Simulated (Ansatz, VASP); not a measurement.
# Si2W: VASP beside Ansatz, part 2 of 2

Wanted: the spread between two codes on one cell, functional and k mesh. The cell is taken from a series of runs on this material, whose earlier steps may have relaxed, scaled, displaced or heated it; both programs get it as it stands.

VASP 6.6.1 and Ansatz 0.2.0.

So far: The structure; VASP: zone-centre phonons, PBEsol.

## Step 3: Ansatz: zone-centre phonons, PBEsol

Level of this step: Ansatz beside VASP: Kohn-Sham DFT, plane waves, PBEsol (Ansatz).

Ansatz runs on its PAW soft_1 files.

The same cell, functional, mesh and smearing now go to Ansatz, which takes its cutoff from its data sets.

input.yaml reads:

```yaml
crystal:
  lattice:
    - [-1.5782230225, 1.5782230225, 3.8629848587]
    - [1.5782230225, -1.5782230225, 3.8629848587]
    - [1.5782230225, 1.5782230225, -3.8629848587]
  atoms:
    - { symbol: Si, position: [0.3338938342, 0.3338938342, 0.0] }
    - { symbol: Si, position: [0.6661061658, 0.6661061658, 0.0] }
    - { symbol: W, position: [0.0, 0.0, 0.0] }
kpoints:
  mp_grid: { grid: [20, 20, 20] }
hamiltonian:
  xc: pbesol
  pseudopotentials: { kind: paw, azcp: { folder: soft_1 }, xc_functional: pbe }
scf:
  occupations: { method: methfessel_paxton, width: 0.2 }
output:
  eigenvalues: true
phonons:
  method: dfpt
```

Command:

```console
ansatz run input.yaml --threads 4 --pin off --max-ram 10240MiB --backend cpu --events-out ev --progress --plain --runs-dir out
```

Numbers of over 12 decimals in the logs are rounded to 6 here.

The program printed:

```text
zone centre: on kpoints.mp_grid the ground state, and the responses unless they are solved on pairs of k-points, stand on 1166 of the mesh's 8000 k-points, reduced under 4 symmetry operations, with k and −k counted as one. Each operation leaves every solved displacement unchanged or reverses it
Engine: ansatz 0.2.0, x86_64-unknown-linux-gnu
Pseudopotentials: kind: paw
Pseudopotential: Si, paw, valence charge 4, recommended cutoff 420 eV (normal), soft_1/Si.paw.azcp
Pseudopotential: W, paw, valence charge 14, recommended cutoff 420 eV (normal), soft_1/W.paw.azcp
Functional definition: PBEsol
  exchange = pbesol_x
  correlation = pbesol_c
Crystal: 3 atoms, lattice volume = 38.488 Å³
Basis set: ecut = 420 eV, 761 PW (Γ), exchange–correlation on 60×60×60 points (8 copies of the dense FFT grid, shifted against one another)
Bands: 15, of which v1, the nominal top of the filled ones, is band 11 counted from 1 (10 counted from 0)
Symmetry: 16 space group operations
k-points: 1166 of 8000 (irreducible under 4 space group operations, time reversal used)
Non-local potential: Si, projectors of the file, l = 0: 2, l = 1: 2, l = 2: 1
Non-local potential: W, projectors of the file, l = 0: 3, l = 1: 2, l = 2: 2, l = 3: 1
PAW form: soft (Blöchl's): semilocal exchange-correlation on the pseudo side does not see the compensation charge
PAW frozen core: Si, regenerated for the run's functional, and the local potential with it (the file was generated under x = pbe(κ = 0.804, μ = 0.219515), c = pbe(β = 0.066725))
PAW frozen core: W, regenerated for the run's functional, and the local potential with it (the file was generated under x = pbe(κ = 0.804, μ = 0.219515), c = pbe(β = 0.066725))
PAW one-centre angular grid: Si, 110 points (default); XC on 64 Gauss nodes
PAW one-centre angular grid: W, 590 points (default); XC on 64 Gauss nodes
Initial density: superposition of atomic densities (chi_scale 0.1, normalization cell, long waves kept (reshape's long-wave potential 0.00 eV rms))
Initial wavefunctions: pseudopotential atomic-orbital guess
Functional: x = pbesol(κ = 0.804, μ = 0.123457), c = pbesol(β = 0.046)
SCF iter   1: F=—  HF=-11502.175752 eV  |F-HF|=—  |Δ(HF+E_count)|=         —  Δρ=4.99e-2  dr2=8.88e-1  ethr=3.10e-3  ⟨swp⟩=5.4  Hψ=103184  notcnv=0
preconditioner: auto → Kerker (q_TF=auto, 2.485 Å⁻¹)  [metal: Δε(μ)=0.009 eV  Ē_g=8.614 eV  σ=0.200 eV  W_gap=0.04  n_scr=10 (ndim 8)  ℏωp=22.4 eV  f_vac=0.000  D(μ)=0.22/eV (n_scr^D=0)]
SCF iter   2: F=—  HF=-11501.942636 eV  |F-HF|=—  |Δ(HF+E_count)|=   2.33e-1  S|Δr|=    0.00e0  Δρ=2.71e-2  dr2=2.12e-1  ethr=3.10e-3  ⟨swp⟩=2.1  Hψ=31459  notcnv=0
SCF iter   3: F=—  HF=-11501.865267 eV  |F-HF|=—  |Δ(HF+E_count)|=   7.74e-2  S|Δr|=    0.00e0  Δρ=6.11e-3  dr2=1.15e-2  ethr=9.64e-4  ⟨swp⟩=2.8  Hψ=31885  notcnv=0
SCF iter   4: F=—  HF=-11501.860995 eV  |F-HF|=—  |Δ(HF+E_count)|=   4.27e-3  S|Δr|=    0.00e0  Δρ=4.95e-4  dr2=5.29e-5  ethr=5.24e-5  ⟨swp⟩=2.6  Hψ=25565  notcnv=0
SCF iter   5: F=—  HF=-11501.860979 eV  |F-HF|=—  |Δ(HF+E_count)|=   1.64e-5  S|Δr|=    0.00e0  Δρ=6.43e-5  dr2=1.45e-6  ethr=2.41e-7  ⟨swp⟩=2.1  Hψ=26610  notcnv=0
SCF iter   6: F=—  HF=-11501.860980 eV  |F-HF|=—  |Δ(HF+E_count)|=   1.28e-6  S|Δr|=    0.00e0  Δρ=1.13e-5  dr2=5.04e-8  ethr=6.59e-9  ⟨swp⟩=2.9  Hψ=30155  notcnv=0
SCF iter   7: F=—  HF=-11501.860980 eV  |F-HF|=—  |Δ(HF+E_count)|=   8.89e-9  S|Δr|=    0.00e0  Δρ=1.48e-6  dr2=1.15e-9  ethr=2.29e-10  ⟨swp⟩=2.3  Hψ=25491  notcnv=0
SCF iter   8: F=—  HF=-11501.860980 eV  |F-HF|=—  |Δ(HF+E_count)|=  2.49e-10  S|Δr|=    0.00e0  Δρ=2.18e-7  dr2=1.92e-11  ethr=5.23e-12  ⟨swp⟩=2.3  Hψ=24608  notcnv=0
SCF iter   9: F=-11501.860980 eV  HF=-11501.860980 eV  |F-HF|=1.82e-12  |Δ(HF+E_count)|=  3.64e-12  S|Δr|=    0.00e0  Δρ=2.24e-8  dr2=1.40e-13  ethr=1.00e-12  ⟨swp⟩=5.3  Hψ=73235  notcnv=0
SCF 1 converged in 9 iterations: F = -11501.860980 eV  dr2 = 1.40e-13
  greatest PAW one-centre occupation: 0.999 electrons in one spin orbital (limit 2), on the W atom at site 2 (counted from 0), in its partial waves of l = 0
DFPT response loops at Γ: preconditioner auto → Kerker (q_TF=auto, 2.485 Å⁻¹) (partly filled bands, converged f_vac=0.000); β = 1.00, the filter's whole step (`scf.mixing.beta` (0.50) is not read by the response loops under this deck's `scf.mixing.preconditioner`; to damp them name `kerker` or `kerker_dos`, under which they read `scf.mixing.beta`, and type it under 1.00, their step now; both keys bind the ground state too); Broyden in place of MSR1
SCF converged after 9 iterations
Stability not checked: this state was not tested for a lower state beside it, because cold or Methfessel-Paxton smearing, or corrected tetrahedra, fill the levels in a way that the test cannot read (fill_not_monotonic; see scf.lower_state_search)
Free energy (F): -11501.860980 eV
Harris-Foulkes:  -11501.860980 eV  (|F-HF|=1.82e-12)
Internal energy: -11501.861596 eV  (E = F + TS)
E sigma→0 (E₀):  -11501.861134 eV
Entropy (-TS):   0.000617 eV (0.206 meV/atom)
Fermi energy:    17.505960 eV
--- Per-component energies (eV) ---
  E_band       = -64.977935
  E_kinetic    = 518.037668
  E_local      = -853.664326  (includes V_loc(G=0)·N_el)
  E_nonlocal   = 21.782932
  E_hartree    = 376.219481
  E_xc         = -384.560299
  E_vxc        = -335.710789  (∫ρ·V_xc dr)
  E_paw        = -9447.055099  (= ΣΔE_a)
  E_vpaw       = -167.862590  (= ΣTr[D̂ρ^β])
  E_aug_tail   = 0.000210  (compensation charges beyond the density's cutoff)
  E_ewald      = -1732.907142
  E_core_change = 0.284979  (= ΣΔE_core)
  E_smearing   = 0.000617  (= −TS)
  E_closure    = 0.000000  (closes the sum)
  Σ components = -11501.860980   (vs F -11501.860980, Δ=0.00e0)
--- Band table (eV; the first three rows and the last of 1166) ---
  k-point 0: bands = [... 7 lower, 13.9205, 14.5341, 14.5341, 18.2110, 20.2226, 20.5988, 20.8256, 20.8256]
  k-point 1: bands = [... 7 lower, 13.9450, 14.2983, 14.9045, 17.7649, 20.4677, 20.5139, 20.8897, 20.9256]
  k-point 2: bands = [... 7 lower, 13.7234, 14.0206, 15.4112, 16.7590, 20.2624, 21.0636, 21.1349, 21.1730]
  k-point 1165: bands = [... 7 lower, 14.7566, 16.7062, 16.7062, 16.9749, 16.9749, 18.4045, 22.1438, 22.9875]
--- Phonons (Γ-DFPT): 4 representative perturbations + reference, on 1166 of 8000 k-points (Σ response iterations 12) ---
  k mesh reduced under 4 symmetry operations, with k and −k counted as one. Each operation leaves every solved displacement unchanged or reverses it
  ASR residual: 8.954e-6 → 0.000e0 eV/Å²; symmetrization residual: 1.047e-6 eV/Å²
  ASR residual per site (eV/Å²): 7.27e-6 7.27e-6 8.95e-6
  Γ frequencies (cm⁻¹): 0.00 0.00 0.00 284.59 284.59 331.18 368.22 368.22 472.69
  non-analytic LO–TO correction: not included (Born effective charges unavailable; polar crystals: no LO–TO splitting at Γ)
```

The column dr2 measures how far the density is from self-consistency, as an energy; F and HF (Harris–Foulkes) agree once it is small.

## Step 4: Side by side

Known differences besides the potentials themselves: the data sets hold 22 valence electrons in Ansatz (on its PAW soft_1 files) and 14 in VASP; the cutoff is 420 eV in Ansatz and 600 eV in VASP; Ansatz makes its cores anew for this functional, VASP keeps those of its PBE data sets. Total energies have different zeros and are not compared.

Both answers:

```
                  quantity  Ansatz   VASP  difference
optical mode 1 to 2 (cm⁻¹)   284.6  287.3     -0.94 %
     optical mode 3 (cm⁻¹)   331.2  333.8     -0.78 %
optical mode 4 to 5 (cm⁻¹)   368.2  370.6     -0.66 %
     optical mode 6 (cm⁻¹)   472.7  475.7     -0.64 %
```

Modes are paired by rising frequency, not by their patterns, so a pair may set unlike modes beside each other; they are those without the splitting of longitudinal modes.

## Step 5: What came out

```
r.m.s. difference of the optical zone-centre modes, each program's sorted by frequency (zone-centre phonons, PBEsol) : 2.7 cm⁻¹
difference in optical mode 1 to 2 (zone-centre phonons, PBEsol)                                                      : -0.9 %
```

In words: The r.m.s. difference of the optical zone-centre modes, each program's sorted by frequency is 2.7 cm⁻¹ (zone-centre phonons, PBEsol). The data sets hold unlike numbers of valence electrons (22 in Ansatz and 14 in VASP), so part of the differences comes from the potentials. Among the rows given in per cent, the largest difference of the zone-centre phonons, PBEsol pair is in optical mode 1 to 2, -0.9 %. Such differences can come from data sets, numerical settings and the points named under the comparisons, not from the functional's error against experiment.

[Lines on the potential files, build, host, timing and source positions are cut from VASP's logs without a mark.]

[Logs are printed without paths, hosts, clocks, repeated set-up lines and the standing remarks that a program may print on its own settings, such as how far it seeks lower states.]

[Hosts, paths, dates, database ids (printed as entryN), source tags and the programs' standing remarks are cut or masked in the printed files.]
